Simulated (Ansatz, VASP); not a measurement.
**Zn2B in VASP and in Ansatz**

```
Zn B
1.0
     0.00000    2.64571    2.64571
     2.64571    0.00000    2.64571
     2.64571    2.64571    0.00000
Zn B
2 1
Direct
  0.25000 0.25000 0.25000
  0.75000 0.75000 0.75000
  0.00000 0.00000 0.00000
```

Change from the starting cell: species swapped into the Mg2Si type (Fm-3m, No. 225).

Alike in both runs: functional PBE; k mesh 16 × 16 × 16; occupations gaussian, width 0.1 eV; no spin polarisation.

Ansatz relaxed the structure, and its values are those at the end. VASP's run is a single point on that final structure, the one shown.

```csv
,VASP,Ansatz
version,VASP 6.6.1,Ansatz 0.2.0
potentials or method,"VASP PAW PBE potentials, release 64 (Zn, B)","scalar-relativistic, plane waves, PAW"
plane-wave cutoff (eV),520,420
valence electrons in the cell,27,27
```

Ansatz gave:

* gap on the k mesh at the Fermi level (eV): none
* pressure (GPa): 0.0

Which values does VASP return?

gap on the k mesh at the Fermi level (eV): none; pressure (GPa): 0.5.

A gap of «none» marks a metal or a gap that the smearing closes. The functional is the same, so the differences come from potentials, cutoffs and numerics.
